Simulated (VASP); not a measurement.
**Driving VASP from ASE on In2Ag**

Do ASE scripts that read In2Ag from different structure formats give one answer, and do several routes find one equilibrium volume? All runs use PBEsol. Left out of this account: 1 further run (fields: a reference on another mesh). The start is a cell from a database of measured crystal structures.

Method: PBEsol; plane waves and PAW (In_d, Ag), in VASP 6.6.1.

### Step 1. The starting structure

Symmetry: I4/mcm, No. 140, tetragonal system. The conventional cell has a = 6.881 Å, b = 6.881 Å, c = 5.620 Å, α = 90.00°, β = 90.00°, γ = 90.00°. Nearest to In lie 4 Ag at 2.95 Å and 1 In at 3.04 Å. Nearest to Ag lie 2 Ag at 2.81 Å and 8 In at 2.95 Å. Farther neighbours are not listed.

### Step 2. A single point (PBEsol, through ASE)

A single point through ASE, with the structure read from an extended xyz file.

run.py

```python
import numpy as np
from ase.calculators.vasp import Vasp
from ase.io import read
from ase.dft.bandgap import bandgap

atoms = read('In2Ag.xyz')

calc = Vasp(
    xc='pbesol',
    pp='PBE',
    prec='Accurate',
    encut=400,
    ediff=1e-06,
    nelm=100,
    ismear=-1,
    sigma=0.05,
    lreal=False,
    algo='Normal',
    nbands=45,
    lasph=True,
    lorbit=11,
    lwave=False,
    lcharg=False,
    kpar=4,
    isif=2,
    pp_version='64',
    setups={'In': '_d', 'Ag': ''},
    kpts=(7, 7, 7),
    gamma=True,
    txt='vasp.out',
)
atoms.calc = calc

print("energy (eV):", round(atoms.get_potential_energy(), 6))
print("Fermi level (eV):", round(calc.get_fermi_level(), 4))
print("forces (eV/A):")
print(np.round(atoms.get_forces(), 4))
print("stress (GPa, Voigt, tension positive):", np.round(atoms.get_stress() * 160.21766, 3))
gap, p1, p2 = bandgap(calc, direct=False)
print("gap on the mesh (eV):", round(gap, 4))
```

In2Ag.xyz

```xyz
6
Lattice="-3.4405000000 3.4405000000 2.8100000000 3.4405000000 -3.4405000000 2.8100000000 3.4405000000 3.4405000000 -2.8100000000" Properties=species:S:1:pos:R:3 pbc="T T T"
In     1.0755003000      4.5160003000      0.0000000000
In     2.3649997000      1.0755003000      0.0000000000
In     2.3649997000     -1.0755003000      2.8100000000
In     1.0755003000      2.3649997000      2.8100000000
Ag     0.0000000000      0.0000000000      1.4050000000
Ag     0.0000000000      0.0000000000      4.2150000000
```

Potentials, in the order of the species: In_d and Ag (PBE family, release 64).

Run with:

```bash
export ASE_VASP_COMMAND="mpirun -np 4 vasp_std"
python run.py
```

What it wrote:

```text
energy (eV): -18.84298
Fermi level (eV): 8.2092
forces (eV/A):
[[-0.0195 -0.0195 -0.    ]
 [ 0.0195 -0.0195 -0.    ]
 [ 0.0195  0.0195  0.    ]
 [-0.0195  0.0195 -0.    ]
 [ 0.     -0.      0.    ]
 [ 0.     -0.      0.    ]]
stress (GPa, Voigt, tension positive): [ 1.381  1.381  1.47   0.    -0.    -0.   ]
gap on the mesh (eV): 0.0
```

Run time: 71 s. Hardware: 4 MPI ranks of Intel Xeon Platinum 8488C (Sapphire Rapids), shared host; peak memory 1.2 GiB.

The logs omit lines about the potential files and the build; timing stands in the text.

The INCAR that ASE wrote:

```
ENCUT = 400.000000
SIGMA = 0.050000
EDIFF = 1.00e-06
ALGO = Normal
GGA = PS
PREC = Accurate
ISIF = 2
ISMEAR = -1
KPAR = 4
LORBIT = 11
NBANDS = 45
NELM = 100
LASPH = .TRUE.
LCHARG = .FALSE.
LWAVE = .FALSE.
LREAL = .FALSE.
```

The KPOINTS that ASE wrote:

```
KPOINTS created by Atomic Simulation Environment
0
Gamma
7 7 7
0 0 0
```

VASP's own log, vasp.out:

```text
[banner, memory and clock lines left out]
running    4 mpi-ranks, on    1 nodes
 distrk:  each k-point on    1 cores,    4 groups
 distr:  one band on    1 cores,    1 groups

 POSCAR found type information on POSCAR InAg
 POSCAR found :  2 types and       6 ions
|                                                                             |
|               ----> ADVICE to this user running VASP <----                  |
|                                                                             |
|     You enforced a specific xc type in the INCAR file but a different       |
|     [... a line on the potential file left out ...]
|     I HOPE YOU KNOW WHAT YOU ARE DOING!                                     |
|                                                                             |

 LDA part: xc-table for (Slater+PW92), standard interpolation
 POSCAR, INCAR and KPOINTS ok, starting setup
 FFT: planning ... GRIDC
 FFT: planning ... GRID_SOFT
 FFT: planning ... GRID
 WAVECAR not read
 entering main loop
       N       E                     dE             d eps       ncg     rms          rms(c)
DAV:   1     0.723742461806E+03    0.72374E+03   -0.30157E+04  3623   0.191E+03
DAV:   2     0.693907447265E+02   -0.65435E+03   -0.63617E+03  3623   0.504E+02
DAV:   3    -0.164198804062E+02   -0.85811E+02   -0.83518E+02  3857   0.200E+02
DAV:   4    -0.201010223946E+02   -0.36811E+01   -0.36549E+01  4210   0.437E+01
DAV:   5    -0.202298935050E+02   -0.12887E+00   -0.12884E+00  5256   0.698E+00    0.992E+00
DAV:   6    -0.189762949777E+02    0.12536E+01   -0.73214E+00  3905   0.185E+01    0.676E+00
DAV:   7    -0.188862608951E+02    0.90034E-01   -0.52973E-01  4129   0.600E+00    0.343E+00
DAV:   8    -0.188598683459E+02    0.26393E-01   -0.11917E-01  4767   0.299E+00    0.535E-01
DAV:   9    -0.188554296275E+02    0.44387E-02   -0.26316E-02  4496   0.149E+00    0.404E-01
DAV:  10    -0.188552973593E+02    0.13227E-03   -0.23432E-03  4405   0.413E-01    0.178E-01
DAV:  11    -0.188552430271E+02    0.54332E-04   -0.34492E-04  4256   0.150E-01    0.244E-02
DAV:  12    -0.188552476888E+02   -0.46617E-05   -0.53413E-05  4876   0.419E-02    0.120E-02
DAV:  13    -0.188552477974E+02   -0.10859E-06   -0.17779E-06  2887   0.668E-03
   1 F= -.18855248E+02 E0= -.18842980E+02  d E =-.245346E-01
```

OUTCAR, selected parts (step 2):

```text
ion  position               nearest neighbor table
   1  0.656  0.156  0.813-   5 2.95   6 2.95   5 2.95   6 2.95   3 3.04   3 3.35   3 3.35   4 3.54
                             2 3.54   2 3.54   4 3.54   4 3.67   2 3.67   2 3.67   4 3.67
   2  0.156  0.344  0.500-   6 2.95   5 2.95   5 2.95   6 2.95   4 3.04   4 3.35   4 3.35   3 3.54
                             1 3.54   1 3.54   3 3.54   1 3.67   3 3.67   1 3.67   3 3.67
   3  0.344  0.844  0.187-   5 2.95   6 2.95   5 2.95   6 2.95   1 3.04   1 3.35   1 3.35   2 3.54
                             4 3.54   4 3.54   2 3.54   2 3.67   4 3.67   4 3.67   2 3.67
   4  0.844  0.656  0.500-   5 2.95   6 2.95   6 2.95   5 2.95   2 3.04   2 3.35   2 3.35   1 3.54
                             1 3.54   3 3.54   3 3.54   1 3.67   3 3.67   3 3.67   1 3.67
   5  0.250  0.250  0.000-   6 2.81   6 2.81   1 2.95   3 2.95   3 2.95   4 2.95   2 2.95   4 2.95
                             1 2.95   2 2.95
   6  0.750  0.750  0.000-   5 2.81   5 2.81   1 2.95   3 2.95   4 2.95   3 2.95   4 2.95   1 2.95
                             2 2.95   2 2.95

  LATTYP: Found a body centered tetragonal cell.
 ALAT       =     6.8810000000
 C/A-ratio  =     0.8167417527

 Subroutine GETGRP returns: Found 16 space group operations
 (whereof  8 operations were pure point group operations)

The static configuration has the point symmetry C_4h.
 The point group associated with its full space group is D_4h.

 Found     40 irreducible k-points:

   k-points           NKPTS =     40   k-points in BZ     NKDIM =     40   number of bands    NBANDS=     45

   dimension x,y,z NGX =    40 NGY =   40 NGZ =   40
   dimension x,y,z NGXF=    80 NGYF=   80 NGZF=   80

   ENCUT  =  400.0 eV  29.40 Ry    5.42 a.u.   9.16  9.16  9.16*2*pi/ulx,y,z

   NELECT =      74.0000    total number of electrons

 k-points in reciprocal lattice and weights: KPOINTS created by Atomic Simulation Env
   0.00000000  0.00000000  0.00000000       0.003
   0.14285714  0.00000000 -0.00000000       0.023
   0.28571429  0.00000000  0.00000000       0.023
   0.42857143  0.00000000  0.00000000       0.023
   0.14285714  0.14285714  0.00000000       0.023
   0.28571429  0.14285714 -0.00000000       0.047
   0.42857143  0.14285714  0.00000000       0.047
  -0.42857143  0.14285714  0.00000000       0.047
  -0.28571429  0.14285714  0.00000000       0.047
[...]
-0.42857143  0.42857143  0.42857143       0.012
  -0.42857143 -0.42857143  0.42857143       0.006

 average (electrostatic) potential at core
       1 -92.9074       2 -92.9074       3 -92.9074       4 -92.9074       5 -71.6266
       6 -71.6266

 E-fermi :   8.2092

 k-point     1 :       0.0000    0.0000    0.0000
  band No.  band energies     occupation
    ...
     35       6.7272      2.00000
     36       7.2497      2.00000
     37       7.5553      2.00000
     38       7.5553      2.00000
     39       7.7047      1.99992
     40       8.3350      0.14925
     41       8.3350      0.14925
     42       8.9174      0.00000
     43      10.4589      0.00000
     44      13.2460      0.00000
    ...

 k-point     2 :       0.1429    0.0000   -0.0000
  band No.  band energies     occupation
    ...
     35       6.3895      2.00000
     36       6.6403      2.00000
     37       7.3414      2.00000
     38       7.5106      2.00000
     39       7.8372      1.99882
     40       9.1354      0.00000
     41       9.4407      0.00000
     42      10.1609      0.00000
     43      11.5141      0.00000
     44      11.9312      0.00000
    ...

 k-point     3 :       0.2857    0.0000    0.0000
  band No.  band energies     occupation
    ...
     33       4.9868      2.00000
     34       5.0356      2.00000
     35       5.7676      2.00000
     36       5.8467      2.00000
     37       7.6815      1.99995
     38       8.7268      0.00006
     39       8.7879      0.00002
     40      10.1163      0.00000
     41      10.1420      0.00000
     42      11.8839      0.00000
    ...

  Total       -1.1468157     -1.1468157     -1.2207224      0.0000000      0.0000000      0.0000000
  in kB      -13.8100345    -13.8100345    -14.7000243      0.0000000      0.0000000      0.0000000
  external PRESSURE =     -14.1066978 kB  Pullay stress =       0.0000000 kB

  energy-cutoff  :      400.00
  volume of cell :      133.05
      direct lattice vectors                 reciprocal lattice vectors
    -3.440500000  3.440500000  2.810000000     0.000000000  0.145327714  0.177935943
     3.440500000 -3.440500000  2.810000000     0.145327714  0.000000000  0.177935943
     3.440500000  3.440500000 -2.810000000     0.145327714  0.145327714  0.000000000

 POSITION                                       TOTAL-FORCE (eV/Angst)
 -----------------------------------------------------------------------------------
      1.07550      4.51600      0.00000        -0.019537     -0.019537     -0.000000
      2.36500      1.07550      0.00000         0.019537     -0.019537     -0.000000
      2.36500     -1.07550      2.81000         0.019537      0.019537      0.000000
      1.07550      2.36500      2.81000        -0.019537      0.019537     -0.000000
      0.00000      0.00000      1.40500         0.000000     -0.000000      0.000000
      0.00000      0.00000      4.21500         0.000000     -0.000000      0.000000
 -----------------------------------------------------------------------------------
    total drift:                               -0.000000     -0.000000     -0.000000

  FREE ENERGIE OF THE ION-ELECTRON SYSTEM (eV)
  ---------------------------------------------------
  free  energy   TOTEN  =       -18.8552477974 eV

  energy  without entropy=      -18.8307131728  energy(sigma->0) =      -18.84298049

 total charge
# of ion       s       p       d       tot
------------------------------------------
    1        0.937   0.557   9.858  11.352
    2        0.937   0.557   9.858  11.352
    3        0.937   0.557   9.858  11.352
    4        0.937   0.557   9.858  11.352
    5        0.440   0.359   9.112   9.910
    6        0.440   0.359   9.112   9.910
--------------------------------------------------
tot          4.628   2.948  57.654  65.230

[... 3 further parts left out ...]
```

The PAW data sets were made with PBE, which is usual practice but a small mismatch for other functionals.

This step gave:

```yaml
scf_cycles: 13
electrons: 74
bands: 45
irreducible_k_points: 40
symmetry_operations: 16
free_energy_toten: -18.86 eV
energy_at_zero_smearing: -18.84 eV
fermi_energy: 8.209 eV
pressure: -1.411 GPa
metallic: yes
```

The pressure is -1.41 GPa and the largest force 0.028 eV/Å, so the cell is not at a minimum at these settings.

### Step 3. Total energy, forces and stress (PBEsol, through ASE)

System of this step: In2Ag. Symmetry: I4/mcm, No. 140, tetragonal system. The conventional cell has a = 6.881 Å, b = 6.881 Å, c = 5.620 Å, α = 90.00°, β = 90.00°, γ = 90.00°. Nearest to In lie 4 Ag at 2.95 Å and 1 In at 3.04 Å. Nearest to Ag lie 2 Ag at 2.81 Å and 8 In at 2.95 Å. Farther neighbours are not listed.

The single point through ASE, with the structure read from a CIF with its space group. The file expands to the conventional cell of 12 atoms, on a 3×3×4 mesh.

Edit run.py of step 2 so:

```diff
@@ -5,3 +5,3 @@
 
-atoms = read('In2Ag.xyz')
+atoms = read('In2Ag.cif')
 
@@ -18,3 +18,3 @@
     algo='Normal',
-    nbands=45,
+    nbands=91,
     lasph=True,
@@ -27,3 +27,3 @@
     setups={'In': '_d', 'Ag': ''},
-    kpts=(7, 7, 7),
+    kpts=(3, 3, 4),
     gamma=True,
```

In2Ag.cif

```cif
data_In2Ag
_cell_length_a 6.88100000
_cell_length_b 6.88100000
_cell_length_c 5.62000000
_cell_angle_alpha 90.00000000
_cell_angle_beta 90.00000000
_cell_angle_gamma 90.00000000
_space_group_name_H-M_alt 'I4/mcm'
_space_group_name_Hall '-I 4 2c'
_space_group_IT_number 140
loop_
_space_group_symop_operation_xyz
'x,y,z'
'-x,-y,-z'
'-y,x,z'
'y,-x,-z'
'-x,-y,z'
'x,y,-z'
'y,-x,z'
'-y,x,-z'
'x,-y,-z+1/2'
'-x,y,z+1/2'
'-y,-x,-z+1/2'
'y,x,z+1/2'
'-x,y,-z+1/2'
'x,-y,z+1/2'
'y,x,-z+1/2'
'-y,-x,z+1/2'
'x+1/2,y+1/2,z+1/2'
'-x+1/2,-y+1/2,-z+1/2'
'-y+1/2,x+1/2,z+1/2'
'y+1/2,-x+1/2,-z+1/2'
'-x+1/2,-y+1/2,z+1/2'
'x+1/2,y+1/2,-z+1/2'
'y+1/2,-x+1/2,z+1/2'
'-y+1/2,x+1/2,-z+1/2'
'x+1/2,-y+1/2,-z'
'-x+1/2,y+1/2,z'
'-y+1/2,-x+1/2,-z'
'y+1/2,x+1/2,z'
'-x+1/2,y+1/2,-z'
'x+1/2,-y+1/2,z'
'y+1/2,x+1/2,-z'
'-y+1/2,-x+1/2,z'
loop_
_atom_site_label
_atom_site_type_symbol
_atom_site_symmetry_multiplicity
_atom_site_Wyckoff_symbol
_atom_site_fract_x
_atom_site_fract_y
_atom_site_fract_z
_atom_site_occupancy
In1 In 8 h 0.1563000000 0.6563000000 0.0000000000 1
Ag1 Ag 4 a 0.0000000000 0.0000000000 0.2500000000 1
```

What it wrote:

```text
energy (eV): -37.766502
Fermi level (eV): 8.1389
forces (eV/A):
[[ 0.028  0.028  0.   ]
 [-0.028 -0.028  0.   ]
 [-0.028  0.028  0.   ]
 [ 0.028 -0.028  0.   ]
 [ 0.028 -0.028 -0.   ]
 [-0.028  0.028  0.   ]
 [-0.028 -0.028 -0.   ]
 [ 0.028  0.028  0.   ]
 [-0.    -0.    -0.   ]
 [-0.     0.    -0.   ]
 [-0.    -0.    -0.   ]
 [-0.     0.    -0.   ]]
stress (GPa, Voigt, tension positive): [ 2.001  2.001 -1.049 -0.    -0.    -0.   ]
gap on the mesh (eV): 0.0
```

It took 72 s on 4 MPI ranks; peak memory 1.4 GiB; 4.6 min of CPU time.

The INCAR that ASE wrote:

```
ENCUT = 400.000000
SIGMA = 0.050000
EDIFF = 1.00e-06
ALGO = Normal
GGA = PS
PREC = Accurate
ISIF = 2
ISMEAR = -1
KPAR = 4
LORBIT = 11
NBANDS = 91
NELM = 100
LASPH = .TRUE.
LCHARG = .FALSE.
LWAVE = .FALSE.
LREAL = .FALSE.
```

ASE turned this into the KPOINTS:

```
KPOINTS created by Atomic Simulation Environment
0
Gamma
3 3 4
0 0 0
```

vasp.out:

```text
[banner, memory and clock lines left out]
running    4 mpi-ranks, on    1 nodes
 distrk:  each k-point on    1 cores,    4 groups
 distr:  one band on    1 cores,    1 groups

 POSCAR found type information on POSCAR InAg
 POSCAR found :  2 types and      12 ions
 [... a notice as in an earlier step ...]

 LDA part: xc-table for (Slater+PW92), standard interpolation
 POSCAR, INCAR and KPOINTS ok, starting setup
 FFT: planning ... GRIDC
 FFT: planning ... GRID_SOFT
 FFT: planning ... GRID
 WAVECAR not read
 entering main loop
       N       E                     dE             d eps       ncg     rms          rms(c)
DAV:   1     0.165013552489E+04    0.16501E+04   -0.56328E+04  1638   0.190E+03
DAV:   2     0.233193888033E+03   -0.14169E+04   -0.13701E+04  1638   0.545E+02
DAV:   3    -0.236789867926E+02   -0.25687E+03   -0.24551E+03  1676   0.230E+02
DAV:   4    -0.399150917713E+02   -0.16236E+02   -0.15834E+02  1932   0.631E+01
DAV:   5    -0.404593399656E+02   -0.54425E+00   -0.54269E+00  2156   0.103E+01    0.144E+01
DAV:   6    -0.380320460798E+02    0.24273E+01   -0.12984E+01  1780   0.181E+01    0.959E+00
DAV:   7    -0.378592938209E+02    0.17275E+00   -0.10492E+00  1924   0.593E+00    0.490E+00
DAV:   8    -0.378075651761E+02    0.51729E-01   -0.24347E-01  2116   0.302E+00    0.762E-01
DAV:   9    -0.377984701409E+02    0.90950E-02   -0.56220E-02  2089   0.154E+00    0.607E-01
DAV:  10    -0.377982207257E+02    0.24942E-03   -0.56299E-03  2084   0.442E-01    0.316E-01
DAV:  11    -0.377979700716E+02    0.25065E-03   -0.10809E-03  1881   0.213E-01    0.798E-02
DAV:  12    -0.377979790725E+02   -0.90008E-05   -0.16291E-04  2244   0.711E-02    0.204E-02
DAV:  13    -0.377979798579E+02   -0.78544E-06   -0.61578E-06  1641   0.111E-02
   1 F= -.37797980E+02 E0= -.37766502E+02  d E =-.629554E-01
```

From OUTCAR (step 3):

```text
  LATTYP: Found a simple tetragonal cell.
 ALAT       =     6.8810000000
 C/A-ratio  =     0.8167417527

 Found      9 irreducible k-points:

   k-points           NKPTS =      9   k-points in BZ     NKDIM =      9   number of bands    NBANDS=     91

   dimension x,y,z NGX =    48 NGY =   48 NGZ =   40
   dimension x,y,z NGXF=    96 NGYF=   96 NGZF=   80

   ENCUT  =  400.0 eV  29.40 Ry    5.42 a.u.  11.22 11.22  9.16*2*pi/ulx,y,z

   NELECT =     148.0000    total number of electrons

 E-fermi :   8.1389

 k-point     1 :       0.0000    0.0000    0.0000
  band No.  band energies     occupation
    ...
     71       6.7231      2.00000
     72       7.2616      2.00000
     73       7.5594      1.99998
     74       7.5594      1.99998
     75       7.7021      1.99968
     76       8.3418      0.03394
     77       8.3418      0.03394
     78       8.9127      0.00000
     79       9.9903      0.00000
     80      10.4748      0.00000
    ...

 k-point     2 :       0.3333    0.0000    0.0000
  band No.  band energies     occupation
    ...
     70       6.0713      2.00000
     71       6.5770      2.00000
     72       7.2626      2.00000
     73       8.0174      1.83801
     74       8.0981      1.38677
     75       8.3323      0.04094
     76       8.7764      0.00001
     77       9.2376      0.00000
     78       9.2742      0.00000
     79       9.5350      0.00000
    ...

  Total       -3.3237081     -3.3237081      1.7419320      0.0000000      0.0000000      0.0000000
  in kB      -20.0121627    -20.0121627     10.4882333      0.0000000      0.0000000      0.0000000
  external PRESSURE =      -9.8453641 kB  Pullay stress =       0.0000000 kB

  energy-cutoff  :      400.00
  volume of cell :      266.10
      direct lattice vectors                 reciprocal lattice vectors
     6.881000000  0.000000000  0.000000000     0.145327714  0.000000000  0.000000000
     0.000000000  6.881000000  0.000000000     0.000000000  0.145327714  0.000000000
     0.000000000  0.000000000  5.620000000     0.000000000  0.000000000  0.177935943

 POSITION                                       TOTAL-FORCE (eV/Angst)
 -----------------------------------------------------------------------------------
      1.07550      4.51600      0.00000         0.028019      0.028019      0.000000
      5.80550      2.36500      0.00000        -0.028019     -0.028019      0.000000
      2.36500      1.07550      0.00000        -0.028019      0.028019      0.000000
      4.51600      5.80550      0.00000         0.028019     -0.028019      0.000000
      1.07550      2.36500      2.81000         0.028019     -0.028019     -0.000000
      5.80550      4.51600      2.81000        -0.028019      0.028019      0.000000
      2.36500      5.80550      2.81000        -0.028019     -0.028019     -0.000000
      4.51600      1.07550      2.81000         0.028019      0.028019      0.000000
      0.00000      0.00000      1.40500        -0.000000     -0.000000     -0.000000
      0.00000      0.00000      4.21500        -0.000000      0.000000     -0.000000
      3.44050      3.44050      4.21500        -0.000000     -0.000000     -0.000000
      3.44050      3.44050      1.40500        -0.000000      0.000000     -0.000000
 -----------------------------------------------------------------------------------
    total drift:                                0.000000      0.000000     -0.000000

  FREE ENERGIE OF THE ION-ELECTRON SYSTEM (eV)
  ---------------------------------------------------
  free  energy   TOTEN  =       -37.7979798579 eV

  energy  without entropy=      -37.7350244970  energy(sigma->0) =      -37.76650218

 total charge
# of ion       s       p       d       tot
------------------------------------------
    1        0.946   0.552   9.857  11.356
    2        0.946   0.552   9.857  11.356
    3        0.946   0.552   9.857  11.356
    4        0.946   0.552   9.857  11.356
    5        0.946   0.552   9.857  11.356
    6        0.946   0.552   9.857  11.356
    7        0.946   0.552   9.857  11.356
    8        0.946   0.552   9.857  11.356
    9        0.444   0.354   9.115   9.913
   10        0.444   0.354   9.115   9.913
   11        0.444   0.354   9.115   9.913
   12        0.444   0.354   9.115   9.913
--------------------------------------------------
tot          9.345   5.833 115.317 130.495

[... 2 parts as in an earlier step ...]

[... 7 further parts left out ...]
```

The k-mesh is coarse for a metal.

This step gave:

| Property | Result |
| --- | --- |
| electrons | 148 |
| bands | 91 |
| irreducible k-points | 9 |
| free energy (TOTEN) | -37.80 eV |
| energy at zero smearing | -37.77 eV |
| Fermi energy | 8.139 eV |
| pressure | -0.9845 GPa |

The energy lies -6.71 meV an atom from the first script, since this cell and mesh sample the zone at other points.

(Part 1 of 3 ends here.)

[Lines on the potential files, build, host, timing and source positions are cut from VASP's logs without a mark.]

[Logs are printed without paths, hosts, clocks, repeated set-up lines and the standing remarks that a program may print on its own settings, such as how far it seeks lower states.]

[Hosts, paths, dates, database ids (printed as entryN), source tags and the programs' standing remarks are cut or masked in the printed files.]

[A measured line is paired with the nearest computed mode of its activity, which favours agreement.]
